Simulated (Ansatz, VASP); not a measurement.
**C (Diamond) in two plane-wave programs**

Aim: how closely do two programs agree when they are given the same cell, functional and k mesh?

Calculated with Ansatz 0.2.0; plane waves, with VASP 6.6.1 beside it; relaxation of cell and atoms at PBE with D3(BJ) and relaxation of cell and atoms at r2SCAN with rVV10.

## Step 1: Starting point

Symmetry: Fd-3m, No. 227, cubic system. The conventional cell has a = 3.567 Å, b = 3.567 Å, c = 3.567 Å, α = 90.00°, β = 90.00°, γ = 90.00°. Nearest to C lie 4 C at 1.54 Å.

Structure file:

```cif
data_structure
_symmetry_space_group_name_H-M 'Fd-3m:1'
_symmetry_Int_Tables_number 227
_cell_length_a 3.5667
_cell_length_b 3.5667
_cell_length_c 3.5667
_cell_angle_alpha 90.000
_cell_angle_beta 90.000
_cell_angle_gamma 90.000
_cell_volume 45.37
loop_
_atom_site_label
_atom_site_type_symbol
_atom_site_symmetry_multiplicity
_atom_site_Wyckoff_symbol
_atom_site_fract_x
_atom_site_fract_y
_atom_site_fract_z
_atom_site_occupancy
C1 C 8 b 0.00000 0.00000 0.50000 1
```

## Step 2: VASP: relaxation of cell and atoms, PBE with D3(BJ)

The relaxed volume is the usual yardstick between codes: its relative difference is about their pressure difference at one cell divided by the bulk modulus.

Lines of VASP's logs that name or quote its potential files are left out, and so is its time.

INCAR

```
SYSTEM = C
PREC = Accurate
ENCUT = 560
EDIFF = 1E-06
NELM = 100
ISMEAR = -1
SIGMA = 0.05
LREAL = .FALSE.
ALGO = Normal
GGA = PE
IVDW = 12
NBANDS = 10
LORBIT = 11
LWAVE = .FALSE.
LCHARG = .FALSE.
KPAR = 2
IBRION = 2
NSW = 60
ISIF = 3
EDIFFG = -0.01
```

POSCAR

```
C
1.0
    0.0000000000      1.7833700000      1.7833700000
    1.7833700000      0.0000000000      1.7833700000
    1.7833700000      1.7833700000      0.0000000000
C
2
Direct
    0.0000000000      0.0000000000      0.0000000000
    0.2500000000      0.2500000000      0.2500000000
```

KPOINTS

```
Automatic mesh
0
Gamma
11 11 11
0 0 0
```

Potentials, in the order of the species: C (PBE family, release 64).

Run with:

```
$ mpirun -np 2 vasp_std
```

Numbers of over 12 decimals in the logs are rounded to 6 here.

Output:

```text
[banner, memory and clock lines left out]
running    2 mpi-ranks, on    1 nodes
 distrk:  each k-point on    1 cores,    2 groups
 distr:  one band on    1 cores,    1 groups

 POSCAR found type information on POSCAR C
 POSCAR found :  1 types and       2 ions
 LDA part: xc-table for (Slater+PW92), standard interpolation
 POSCAR, INCAR and KPOINTS ok, starting setup
 FFT: planning ... GRIDC
 FFT: planning ... GRID_SOFT
 FFT: planning ... GRID
 WAVECAR not read
 entering main loop
       N       E                     dE             d eps       ncg     rms          rms(c)
DAV:   1     0.205055906450E+01    0.20506E+01   -0.51758E+03  1146   0.844E+02
DAV:   2    -0.184675944037E+02   -0.20518E+02   -0.19842E+02  1504   0.131E+02
DAV:   3    -0.188244813418E+02   -0.35689E+00   -0.35576E+00  1348   0.144E+01
DAV:   4    -0.188251758601E+02   -0.69452E-03   -0.69448E-03  1230   0.708E-01
DAV:   5    -0.188251767864E+02   -0.92628E-06   -0.92611E-06  1258   0.255E-02    0.554E+00
DAV:   6    -0.183462717811E+02    0.47891E+00   -0.26700E-01  1174   0.388E+00    0.331E+00
DAV:   7    -0.181851163520E+02    0.16116E+00   -0.32253E-01  1230   0.432E+00    0.754E-01
DAV:   8    -0.181868567397E+02   -0.17404E-02   -0.77841E-03  1174   0.712E-01    0.433E-02
DAV:   9    -0.181868917623E+02   -0.35023E-04   -0.65592E-05  1366   0.693E-02    0.236E-02
DAV:  10    -0.181869116158E+02   -0.19854E-04   -0.15706E-05  1168   0.381E-02    0.506E-03
DAV:  11    -0.181869116586E+02   -0.42718E-07   -0.19857E-07   998   0.446E-03
   1 F= -.18569512E+02 E0= -.18569512E+02  d E =-.185695E+02
 curvature:   0.00 expect dE= 0.000E+00 dE for cont linesearch  0.000E+00
 trial: gam= 0.00000 g(F)=  0.244E-47 g(S)=  0.388E-02 ort = 0.000E+00 (trialstep = 0.100E+01)
 search vector abs. value=  0.388E-02
 bond charge predicted
       N       E                     dE             d eps       ncg     rms          rms(c)
DAV:   1    -0.181812262905E+02    0.56853E-02   -0.78091E-02  1194   0.248E+00    0.254E-01
DAV:   2    -0.181803569968E+02    0.86929E-03   -0.92395E-04  1194   0.262E-01    0.143E-01
DAV:   3    -0.181799921650E+02    0.36483E-03   -0.58826E-04  1174   0.178E-01    0.205E-02
DAV:   4    -0.181799921170E+02    0.47975E-07   -0.73114E-06  1202   0.259E-02
   2 F= -.18569057E+02 E0= -.18569057E+02  d E =0.455565E-03
 trial-energy change:    0.000456  1 .order    0.000501   -0.003883    0.004885
 step:   0.4506(harm=  0.4429)  dis= 0.00000  next Energy=   -18.570391 (dE=-0.879E-03)
 bond charge predicted
       N       E                     dE             d eps       ncg     rms          rms(c)
DAV:   1    -0.181852715216E+02   -0.52794E-02   -0.23291E-02  1196   0.134E+00    0.140E-01
DAV:   2    -0.181850100361E+02    0.26149E-03   -0.27382E-04  1188   0.142E-01    0.784E-02
DAV:   3    -0.181848968084E+02    0.11323E-03   -0.17584E-04  1178   0.973E-02    0.108E-02
DAV:   4    -0.181848964854E+02    0.32298E-06   -0.22309E-06  1180   0.143E-02
   3 F= -.18570391E+02 E0= -.18570391E+02  d E =-.878506E-03
 curvature:  -0.22 expect dE=-0.101E-08 dE for cont linesearch -0.101E-08
 trial: gam=-0.00108 g(F)=  0.345E-48 g(S)=  0.457E-08 ort = 0.421E-05 (trialstep = 0.890E+00)
 search vector abs. value=  0.100E-09
 reached required accuracy - stopping structural energy minimisation
```

Parts of OUTCAR (step 2):

```text
ion  position               nearest neighbor table
   1  0.000  0.000  0.000-   2 1.54   2 1.54   2 1.54   2 1.54
   2  0.250  0.250  0.250-   1 1.54   1 1.54   1 1.54   1 1.54

  LATTYP: Found a face centered cubic cell.
 ALAT       =     3.5667400000

 Subroutine GETGRP returns: Found 48 space group operations
 (whereof 24 operations were pure point group operations)

The static configuration has the point symmetry T_d .
 The point group associated with its full space group is O_h .

 Found     56 irreducible k-points:

   k-points           NKPTS =     56   k-points in BZ     NKDIM =     56   number of bands    NBANDS=     10

   dimension x,y,z NGX =    20 NGY =   20 NGZ =   20
   dimension x,y,z NGXF=    40 NGYF=   40 NGZF=   40

   ENCUT  =  560.0 eV  41.16 Ry    6.42 a.u.   4.87  4.87  4.87*2*pi/ulx,y,z

   NELECT =       8.0000    total number of electrons

 k-points in reciprocal lattice and weights: Automatic mesh
   0.00000000  0.00000000  0.00000000       0.001
   0.09090909  0.00000000  0.00000000       0.006
   0.18181818  0.00000000  0.00000000       0.006
   0.27272727  0.00000000  0.00000000       0.006
   0.36363636  0.00000000  0.00000000       0.006
   0.45454545  0.00000000  0.00000000       0.006
   0.09090909  0.09090909  0.00000000       0.005
   0.18181818  0.09090909  0.00000000       0.018
   0.27272727  0.09090909  0.00000000       0.018
[...]
-0.36363636  0.45454545  0.18181818       0.018
  -0.27272727  0.45454545  0.18181818       0.018

 Edisp (eV)   -0.38906

 average (electrostatic) potential at core
       1 -45.2737       2 -45.2737

 E-fermi :  10.7691

 k-point     1 :       0.0000    0.0000    0.0000
  band No.  band energies     occupation
      1     -11.7397      2.00000
      2       9.8391      2.00000
      3       9.8391      2.00000
      4       9.8391      2.00000
      5      15.4501      0.00000
      6      15.4501      0.00000
      7      15.4501      0.00000
      8      23.3445      0.00000
      9      29.2303      0.00000
    ...

 k-point     2 :       0.0909    0.0000    0.0000
  band No.  band energies     occupation
      1     -11.5097      2.00000
      2       8.4054      2.00000
      3       9.4588      2.00000
      4       9.4588      2.00000
      5      15.9492      0.00000
      6      15.9492      0.00000
      7      16.2788      0.00000
      8      23.5335      0.00000
      9      29.6065      0.00000
    ...

 k-point     3 :       0.1818    0.0000    0.0000
  band No.  band energies     occupation
      1     -10.8230      2.00000
      2       5.5515      2.00000
      3       8.6702      2.00000
      4       8.6702      2.00000
      5      16.9773      0.00000
      6      16.9773      0.00000
      7      17.4518      0.00000
      8      24.0685      0.00000
      9      30.3300      0.00000
    ...

 Edisp (eV)   -0.38549

  Total      -0.00025    -0.00025    -0.00025    -0.00000     0.00000     0.00000
  in kB      -0.03578    -0.03578    -0.03578    -0.00000     0.00000     0.00000
  external pressure =       -0.04 kB  Pullay stress =        0.00 kB

  energy-cutoff  :      560.00
  volume of cell :       11.26
      direct lattice vectors                 reciprocal lattice vectors
    -0.000000000  1.778880233  1.778880233    -0.281075696  0.281075696  0.281075696
     1.778880233 -0.000000000  1.778880233     0.281075696 -0.281075696  0.281075696
     1.778880233  1.778880233  0.000000000     0.281075696  0.281075696 -0.281075696

 POSITION                                       TOTAL-FORCE (eV/Angst)
 -----------------------------------------------------------------------------------
      0.00000      0.00000      0.00000         0.000000      0.000000      0.000000
      0.88944      0.88944      0.88944        -0.000000     -0.000000     -0.000000
 -----------------------------------------------------------------------------------
    total drift:                                0.000000      0.000000      0.000000

  FREE ENERGIE OF THE ION-ELECTRON SYSTEM (eV)
  ---------------------------------------------------
  free  energy   TOTEN  =       -18.5703906153 eV

  energy  without entropy=      -18.5703906153  energy(sigma->0) =      -18.57039062

 reached required accuracy - stopping structural energy minimisation

 total charge
# of ion       s       p       d       tot
------------------------------------------
    1        0.829   1.756   0.000   2.586
    2        0.829   1.756   0.000   2.586
--------------------------------------------------
tot          1.659   3.512   0.000   5.171

[... 3 further parts left out ...]
```

CONTCAR:

```
C
   1.00000000000000
    -0.0000000000000000    1.7788802327742859    1.7788802327742859
     1.7788802327742859   -0.0000000000000000    1.7788802327742859
     1.7788802327742859    1.7788802327742859    0.0000000000000000
  C
     2
Direct
     0.0000000000000000    0.0000000000000000    0.0000000000000000
     0.2500000000000000    0.2500000000000000    0.2500000000000000
```

The run keeps the 48 symmetry operations of its start, so it cannot find a distortion of lower symmetry.

## Step 3: Ansatz: relaxation of cell and atoms, PBE with D3(BJ)

Ansatz runs on its default PAW (the set named soft_2) files.

The same cell, functional, mesh and smearing now go to Ansatz, which takes its cutoff from its data sets.

input.yaml

```yaml
crystal:
  lattice:
    - [0.0, 1.78337, 1.78337]
    - [1.78337, 0.0, 1.78337]
    - [1.78337, 1.78337, 0.0]
  atoms:
    - { symbol: C, position: [0.0, 0.0, 0.0] }
    - { symbol: C, position: [0.25, 0.25, 0.25] }
hamiltonian:
  xc: pbe
  pseudopotentials: { kind: paw }
  dispersion: d3bj
kpoints:
  mp_grid: { grid: [11, 11, 11] }
scf:
  occupations: { method: fermi_dirac, width: 0.05 }
relax:
  f_tol: 0.01
  max_steps: 60
  cell: { stress_tol: 0.05 }
output:
  forces: true
  stress: true
  write_density: true
  write_potential: true
  elf: true
  volumetric_format: npy
```

Run with:

```
$ ansatz run input.yaml --threads 4 --pin off --max-ram 9216MiB --backend cpu --events-out ev --progress --plain --runs-dir out
```

Output:

```text
Engine: ansatz 0.2.0, aarch64-unknown-linux-gnu
Pseudopotentials: kind: paw
Pseudopotential: C, paw, valence charge 4, recommended cutoff 420 eV (normal), C.paw.azcp
Functional definition: PBE
  parameter kappa = 0.804
  parameter beta = 0.066725
  exchange = pbe_x(kappa = kappa, mu = beta*pi^2/3)
  correlation = pbe_c(beta = beta)
Crystal: 2 atoms, lattice volume = 11.344 Å³
Basis set: ecut = 420 eV, 229 PW (Γ), exchange–correlation on 36×36×36 points (8 copies of the dense FFT grid, shifted against one another)
Bands: 8, of which v1, the nominal top of the filled ones, is band 4 counted from 1 (3 counted from 0)
Symmetry: 48 space group operations
Space group: Fd-3m (ITA 227), of the structure as read, at distance tolerance 2.2e-5 Å
k-points: 56 of 1331
Non-local potential: C, projectors of the file, l = 0: 2, l = 1: 2, l = 2: 1
PAW form: soft (Blöchl's): semilocal exchange-correlation on the pseudo side does not see the compensation charge
PAW one-centre angular grid: C, 110 points (default); XC on 64 Gauss nodes
Initial density: superposition of atomic densities (neutral atoms: chi_scale 0, normalization atom), corrected by the library's trained network
Initial wavefunctions: pseudopotential atomic-orbital guess
Functional: x = pbe(κ = 0.804, μ = 0.219515), c = pbe(β = 0.066725)
SCF iter   1: F=—  HF=-501.997972 eV  |F-HF|=—  |Δ(HF+E_count)|=         —  Δρ=1.75e-3  dr2=9.10e-5  ethr=1.77e-3  ⟨swp⟩=4.7  Hψ=2903  notcnv=0
preconditioner: auto → none  [insulator: Δε(μ)=4.144 eV  Ē_g=19.632 eV  σ=0.050 eV  W_gap=1.00  n_scr=0 (ndim 8)  ℏωp=31.2 eV  f_vac=0.000  D(μ)=0.00/eV (n_scr^D=0)  ε∞_Penn≈3.5]
SCF iter   2: F=—  HF=-501.998085 eV  |F-HF|=—  |Δ(HF+E_count)|=   1.13e-4  Δρ=9.04e-4  dr2=2.52e-5  ethr=1.14e-6  ⟨swp⟩=2.0  Hψ=1095  notcnv=0
SCF iter   3: F=—  HF=-501.998137 eV  |F-HF|=—  |Δ(HF+E_count)|=   5.23e-5  Δρ=1.38e-4  dr2=1.40e-6  ethr=3.15e-7  ⟨swp⟩=2.1  Hψ=664  notcnv=0
SCF iter   4: F=—  HF=-501.998136 eV  |F-HF|=—  |Δ(HF+E_count)|=   4.58e-7  Δρ=6.33e-5  dr2=2.61e-7  ethr=1.75e-8  ⟨swp⟩=1.2  Hψ=478  notcnv=0
iter 5 did not close the SCF: its close was put off for the readings that it lacked (scf_convergence_deferred on its scf_iter line)
SCF iter   5: F=-501.998136 eV  HF=-501.998136 eV  |F-HF|=2.34e-10  |Δ(HF+E_count)|=   3.92e-8  Δρ=5.29e-6  dr2=1.35e-9  ethr=3.26e-9  ⟨swp⟩=2.4  Hψ=668  notcnv=0
SCF iter   6: F=-501.998136 eV  HF=-501.998136 eV  |F-HF|=6.37e-12  |Δ(HF+E_count)|=  2.57e-10  Δρ=6.24e-7  dr2=1.44e-11  ethr=1.69e-11  ⟨swp⟩=3.9  Hψ=1941  notcnv=0
SCF 1 converged in 6 iterations: F = -501.998136 eV  dr2 = 1.44e-11
  greatest PAW one-centre occupation: 0.644 electrons in one spin orbital (limit 2), on the C atom at site 1 (counted from 0), in its partial waves of l = 0
relax step   1: F+E_penalty+E_count = -501.99813643 eV  Δ(F+E_penalty+E_count) = +0.000e0 eV  max|allowed force component| = 1.018e-16 eV/Å  Δτ_max = 0.0000 Å  P = -3.611 GPa  Ω = 11.344 Å³  (6 SCF iters, accepted)
[...]
relax step   2: F+E_penalty+E_count = -501.99938135 eV  Δ(F+E_penalty+E_count) = -1.245e-3 eV  max|allowed force component| = 1.342e-16 eV/Å  Δτ_max = 0.0000 Å  P = -1.415 GPa  Ω = 11.288 Å³  energy of the carried Pulay correction = +3.633e-4 eV  (6 SCF iters, dr2 threshold 2.00e-7 eV, accepted)
[...]
relax step   3: F+E_penalty+E_count = -501.99977145 eV  Δ(F+E_penalty+E_count) = -3.901e-4 eV  max|allowed force component| = 1.573e-16 eV/Å  Δτ_max = 0.0000 Å  P = +0.014 GPa  Ω = 11.252 Å³  energy of the carried Pulay correction = +5.963e-4 eV  (6 SCF iters, dr2 threshold 2.00e-7 eV, accepted)
[...]
relax step   4: F+E_penalty+E_count = -501.99923263 eV  Δ(F+E_penalty+E_count) = +5.388e-4 eV  max|allowed force component| = 1.272e-16 eV/Å  Δτ_max = 0.0000 Å  P = -0.072 GPa  Ω = 11.252 Å³  stress off target by 7.24e-2 GPa  SCF on the basis re-selected at this cell (its energy is not comparable with the rows above)  (8 SCF iters)
[...]
relax step   5: F+E_penalty+E_count = -501.99924466 eV  Δ(F+E_penalty+E_count) = -1.203e-5 eV  max|allowed force component| = 1.434e-16 eV/Å  Δτ_max = 0.0000 Å  P = -0.000 GPa  Ω = 11.250 Å³  energy of the carried Pulay correction = +1.162e-5 eV  (6 SCF iters, accepted)
[...]
relax step   6: F+E_penalty+E_count = -501.99910570 eV  Δ(F+E_penalty+E_count) = +1.390e-4 eV  max|allowed force component| = 2.822e-16 eV/Å  Δτ_max = 0.0000 Å  P = -0.006 GPa  Ω = 11.250 Å³  stress off target by 5.59e-3 GPa  SCF on the basis re-selected at this cell (its energy is not comparable with the rows above)  (7 SCF iters)
basis re-selected at this cell: Δ(F+E_penalty+E_count) = +1.390e-4 eV, ΔP = -0.005 GPa vs the last step (what re-selecting the basis moved, of the pressure what is left beyond the Pulay correction that the steps carried, after the strain that the cell walked since its last selection, with what the two solves' SCF thresholds leave and, on support functions, any second-order correction that the steps lacked; it is no m [...]
SCF converged after 7 iterations
Free energy (F): -501.999106 eV
Harris-Foulkes:  -501.999106 eV  (|F-HF|=3.41e-13)
Internal energy: -501.999106 eV  (E = F + TS)
E sigma→0 (E₀):  -501.999106 eV
Fermi energy:    15.525965 eV
--- Per-component energies (eV) ---
  E_band       = 35.498772
  E_kinetic    = 185.111286
  E_local      = -121.794189  (includes V_loc(G=0)·N_el)
  E_nonlocal   = 53.416905
  E_hartree    = 26.652664
  E_xc         = -97.580739
  E_vxc        = -121.153325  (∫ρ·V_xc dr)
  E_paw        = -198.493621  (= ΣΔE_a)
  E_vpaw       = -13.387250  (= ΣTr[D̂ρ^β])
  E_aug_tail   = 0.000017  (compensation charges beyond the density's cutoff)
  E_ewald      = -348.925590
  E_disp       = -0.385839  (pairwise vdW)
  E_smearing   = -0.000000  (= −TS)
  E_closure    = 0.000000  (closes the sum)
  Σ components = -501.999106   (vs F -501.999106, Δ=0.00e0)
--- Forces (eV/Å), atoms counted from 1 ---
  atom   1  C     -0.00000000    -0.00000000    -0.00000000
  atom   2  C      0.00000000     0.00000000     0.00000000
  max |Σ_I F_I| component: 3.47e-18 eV/Å
--- Stress (GPa, compression-positive) ---
       -0.005589       0.000000      -0.000000
        0.000000      -0.005589      -0.000000
        0.000000       0.000000      -0.005589
  P = ⅓ Tr σ = -0.0056 GPa (-0.056 kbar)
--- Band table (eV; the first three rows and the last of 56) ---
  k-point 0: bands = ["-8.1242", "13.4664", "13.4664", "13.4664", "19.0835", "19.0835", "19.0835", "26.9344"]
  k-point 1: bands = ["-7.8942", "12.0302", "13.0851", "13.0851", "19.5831", "19.5831", "19.9127", "27.1252"]
  k-point 2: bands = ["-7.2074", "9.1746", "12.2948", "12.2948", "20.6121", "20.6121", "21.0818", "27.6660"]
  k-point 55: bands = ["0.7535", "1.9296", "4.4788", "6.0769", "22.6476", "24.8196", "26.1698", "26.5529"]
--- Relaxed structure (4 steps of the walk, 4 accepted, 2 SCFs on fresh bases) ---
  F+E_penalty+E_count = -501.99910570 eV   max|allowed force component| = 2.822e-16 eV/Å   (the final SCF, on the basis selected at the relaxed cell)
  cell:  # Å, volume = 11.2499 Å³
    - [0, 1.778442, 1.778442]
    - [1.778442, 0, 1.778442]
    - [1.778442, 1.778442, 0]
  atoms:
    - { symbol: C, position: [0, 0, 0] }
    - { symbol: C, position: [0.250000, 0.250000, 0.250000] }
```

Wall time 1.4 s (4 threads of Arm Neoverse V1, shared host); peak memory 0.25 GiB; 3.8 s of CPU time.

## Step 4: Comparison

Known differences besides the potentials themselves: both relaxations stop at a tolerance, which leaves soft axes loose, and VASP keeps its plane-wave basis; the cutoff is 420 eV in Ansatz and 560 eV in VASP; VASP leaves aspherical gradient terms in its spheres out (LASPH is not set), Ansatz keeps them; Ansatz adds a Pulay correction to the stress that steers its cell, VASP none. Total energies have different zeros and are not compared.

The two programs side by side:

```csv
quantity,Ansatz,VASP,difference
volume (Å³),11.25,11.26,-0.07 %
"edge a after relaxation, in the typed setting (Å)",2.515,2.516,-0.02 %
```

The walks stopped with -0.01 GPa left in Ansatz and 0.00 GPa in VASP; each walk ends within a tolerance, so the volume difference is uncertain by about these residues over the bulk modulus, most in soft cells.

(Part 1 of 2 ends here.)

[Lines on the potential files, build, host, timing and source positions are cut from VASP's logs without a mark.]

[Logs are printed without paths, hosts, clocks, repeated set-up lines and the standing remarks that a program may print on its own settings, such as how far it seeks lower states.]

[Hosts, paths, dates, database ids (printed as entryN), source tags and the programs' standing remarks are cut or masked in the printed files.]
